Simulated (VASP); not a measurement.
Computed with PBE GGA, VASP's PBE PAW potentials (set 64) (plane waves; VASP 6.6.1).

A VASP calculation is set up with these files.

### POSCAR
```
V
1
   -1.5150000000     1.5150000000     1.5150000000
    1.5150000000    -1.5150000000     1.5150000000
    1.5150000000     1.5150000000    -1.5150000000
V
1
Direct
  0.0000000000   0.0000000000   0.0000000000
```

### INCAR
```
SYSTEM = V
PREC = Accurate; ENCUT = 480; LREAL = .FALSE.
LASPH = .TRUE.
EDIFF = 1E-6; NELM = 100; ALGO = Normal
LMAXMIX = 4
ISMEAR = 1; SIGMA = 0.1
GGA = PE
IBRION = 2; NSW = 60; ISIF = 3
EDIFFG = -0.01
LWAVE = .FALSE.; LCHARG = .FALSE.
```

**KPOINTS**
```
Automatic mesh
0
gamma
  15 15 15
```

POTCAR, in this order: V_sv (PBE.64 set). Program: vasp_std.

Output

### OUTCAR
```
 ion  position               nearest neighbor table
   1  0.000  0.000  0.000-
  LATTYP: Found a body centered cubic cell.
 ALAT       =     3.0300000000
 Subroutine PRICEL returns:
 Original cell was already a primitive cell.
 Subroutine GETGRP returns: Found 48 space group operations
The static configuration has the point symmetry O_h .
The dynamic configuration has the point symmetry O_h .
 Subroutine INISYM returns: Found 48 space group operations
 Subroutine IBZKPT returns following result:
 Found    120 irreducible k-points:

 Following reciprocal coordinates:
            Coordinates               Weight
  0.000000  0.000000  0.000000      1.000000
  0.066667  0.000000  0.000000     12.000000
  0.133333  0.000000  0.000000     12.000000
  0.200000  0.000000  0.000000     12.000000
  0.266667  0.000000  0.000000     12.000000
  0.333333  0.000000  0.000000     12.000000
  0.400000  0.000000  0.000000     12.000000
  0.466667  0.000000  0.000000     12.000000
  0.066667  0.066667  0.000000     24.000000
  0.133333  0.066667  0.000000     48.000000
  0.200000  0.066667 -0.000000     48.000000
  0.266667  0.066667  0.000000     48.000000
  0.333333  0.066667  0.000000     48.000000
  0.400000  0.066667  0.000000     48.000000
  0.466667  0.066667  0.000000     24.000000
  0.133333  0.133333  0.000000     24.000000
  0.200000  0.133333  0.000000     48.000000
  0.266667  0.133333 -0.000000     48.000000
  0.333333  0.133333  0.000000     48.000000
  0.400000  0.133333  0.000000     48.000000
  0.200000  0.200000  0.000000     24.000000
  0.266667  0.200000 -0.000000     48.000000
  0.333333  0.200000  0.000000     48.000000
  0.400000  0.200000 -0.000000     24.000000
  0.266667  0.266667  0.000000     24.000000
...
```

File OSZICAR:
```
       N       E                     dE             d eps       ncg     rms          rms(c)
DAV:   1     0.795604453472E+02    0.79560E+02   -0.70116E+03  2408   0.134E+03
DAV:   2    -0.903787219662E+01   -0.88598E+02   -0.86863E+02  2468   0.353E+02
DAV:   3    -0.104276960196E+02   -0.13898E+01   -0.13650E+01  2560   0.517E+01
DAV:   4    -0.104372359310E+02   -0.95399E-02   -0.95337E-02  2446   0.438E+00
DAV:   5    -0.104373354248E+02   -0.99494E-04   -0.99494E-04  2482   0.457E-01    0.175E+01
DAV:   6    -0.901106919543E+01    0.14263E+01   -0.60570E+00  2410   0.364E+01    0.141E+00
DAV:   7    -0.899434392475E+01    0.16725E-01   -0.22839E-02  2416   0.259E+00    0.899E-01
DAV:   8    -0.898597419584E+01    0.83697E-02   -0.64559E-03  2426   0.132E+00    0.494E-02
DAV:   9    -0.898601490046E+01   -0.40705E-04   -0.64284E-05  2416   0.131E-01    0.269E-02
DAV:  10    -0.898601739284E+01   -0.24924E-05   -0.59935E-06  2436   0.300E-02    0.153E-03
DAV:  11    -0.898601814125E+01   -0.74841E-06   -0.12502E-07  1200   0.553E-03
   1 F= -.89860181E+01 E0= -.89862783E+01  d E =-.898602E+01
       N       E                     dE             d eps       ncg     rms          rms(c)
DAV:   1    -0.103459153735E+02   -0.13599E+01   -0.28026E+01  2400   0.912E+01    0.137E+01
DAV:   2    -0.900166960204E+01    0.13442E+01   -0.53886E+00  2406   0.361E+01    0.289E+00
DAV:   3    -0.898649463284E+01    0.15175E-01   -0.22351E-02  2400   0.218E+00    0.183E+00
DAV:   4    -0.898007890643E+01    0.64157E-02   -0.12257E-02  2404   0.150E+00    0.624E-02
DAV:   5    -0.898015731199E+01   -0.78406E-04   -0.13415E-04  2454   0.155E-01    0.575E-02
DAV:   6    -0.898013430420E+01    0.23008E-04   -0.64794E-06  2322   0.295E-02    0.165E-03
DAV:   7    -0.898013511150E+01   -0.80730E-06   -0.12553E-07  1200   0.512E-03
   2 F= -.89801351E+01 E0= -.89805095E+01  d E =0.588303E-02
       N       E                     dE             d eps       ncg     rms          rms(c)
DAV:   1    -0.943045054431E+01   -0.45032E+00   -0.91702E+00  2400   0.546E+01    0.688E+00
DAV:   2    -0.900235670318E+01    0.42809E+00   -0.20829E+00  2404   0.206E+01    0.134E+00
DAV:   3    -0.899733735809E+01    0.50193E-02   -0.83656E-03  2400   0.142E+00    0.686E-01
DAV:   4    -0.899537762094E+01    0.19597E-02   -0.44834E-03  2402   0.945E-01    0.698E-02
DAV:   5    -0.899539345268E+01   -0.15832E-04   -0.12681E-04  2434   0.165E-01    0.176E-02
DAV:   6    -0.899539087039E+01    0.25823E-05   -0.14727E-05  2404   0.542E-02    0.146E-03
DAV:   7    -0.899539060867E+01    0.26171E-06   -0.51590E-08  1200   0.326E-03
   3 F= -.89953906E+01 E0= -.89958030E+01  d E =-.937247E-02
```

OUTCAR:
```
------------------------ aborting loop because EDIFF is reached ----------------------------------------
  FORCE on cell =-STRESS in cart. coord.  units (eV):
  Direction    XX          YY          ZZ          XY          YZ          ZX
  --------------------------------------------------------------------------------------
  Total       -0.0055220     -0.0055220     -0.0055220      0.0000000      0.0000000     -0.0000000
  in kB       -0.6583962     -0.6583962     -0.6583962      0.0000000      0.0000000     -0.0000000
  external PRESSURE =      -0.6583962 kB  Pullay stress =       0.0000000 kB
  volume of cell :       13.44
      direct lattice vectors                 reciprocal lattice vectors
    -1.497685780  1.497685780  1.497685780     0.000000000  0.333848399  0.333848399
     1.497685780 -1.497685780  1.497685780     0.333848399  0.000000000  0.333848399
     1.497685780  1.497685780 -1.497685780     0.333848399  0.333848399  0.000000000
 POSITION                                       TOTAL-FORCE (eV/Angst)
 -----------------------------------------------------------------------------------
     -0.00000      0.00000      0.00000         0.000000      0.000000      0.000000
 -----------------------------------------------------------------------------------
    total drift:                                0.000000     -0.000000      0.000000
  FREE ENERGIE OF THE ION-ELECTRON SYSTEM (eV)
  ---------------------------------------------------
  free  energy   TOTEN  =        -8.9953906087 eV

  energy  without entropy=       -8.9966276500  energy(sigma->0) =       -8.99580296

 reached required accuracy - stopping structural energy minimisation
```
(Selected blocks of OUTCAR.)

CONTCAR:
```
V
   1.00000000000000
    -1.4976857801053194    1.4976857801053194    1.4976857801053194
     1.4976857801053194   -1.4976857801053194    1.4976857801053194
     1.4976857801053194    1.4976857801053194   -1.4976857801053194
  V
     1
Direct
     0.0000000000000000    0.0000000000000000    0.0000000000000000
```

**OUTCAR**
```
 val. band max:        9.7208467351   @ k =   0.1333   0.0667   0.0000

 cond. band min:       9.7374099192   @ k =  -0.2667   0.2667   0.1333


 Fermi energy:         9.7347283550

 k-point     1 :       0.0000    0.0000    0.0000
  band No.  band energies     occupation
      1     -53.9750      2.00000
      2     -27.2725      2.00000
      3     -27.2725      2.00000
      4     -27.2725      2.00000
      5       3.1453      2.00000
      6      10.1526     -0.00000
      7      10.1526     -0.00000
      8      10.1526     -0.00000
      9      12.1681      0.00000
     10      12.1681      0.00000

 k-point     2 :       0.0667    0.0000    0.0000
  band No.  band energies     occupation
      1     -53.9665      2.00000
      2     -27.3136      2.00000
      3     -27.2850      2.00000
      4     -27.2728      2.00000
      5       3.3252      2.00000
      6      10.0759     -0.00002
      7      10.1357     -0.00000
      8      10.2808     -0.00000
      9      12.0803      0.00000
     10      12.1731      0.00000

 k-point     3 :       0.1333    0.0000    0.0000
  band No.  band energies     occupation
      1     -53.9424      2.00000
      2     -27.4284      2.00000
      3     -27.3203      2.00000
      4     -27.2738      2.00000
      5       3.8432      2.00000
      6       9.8649     -0.06928
      7      10.0521     -0.00007
      8      10.6540     -0.00000
      9      11.9023      0.00000
     10      12.1919      0.00000

 k-point     4 :       0.2000    0.0000    0.0000
  band No.  band energies     occupation
      1     -53.9068      2.00000
      2     -27.5950      2.00000
      3     -27.3717      2.00000
      4     -27.2751      2.00000
      5       4.6256      2.00000
      6       9.5685      2.04043
      7       9.8625     -0.07011
      8      11.2366     -0.00000
      9      11.8085      0.00000
     10      12.2328      0.00000

 k-point     5 :       0.2667    0.0000    0.0000
...
```

Energy and stress use the plane-wave basis of the starting cell.

The compound is V in the bcc structure. This run relaxes it. Symmetry was kept, so distortions that lower it aren't found. The run is not spin-polarised, so no magnetic state was tried.
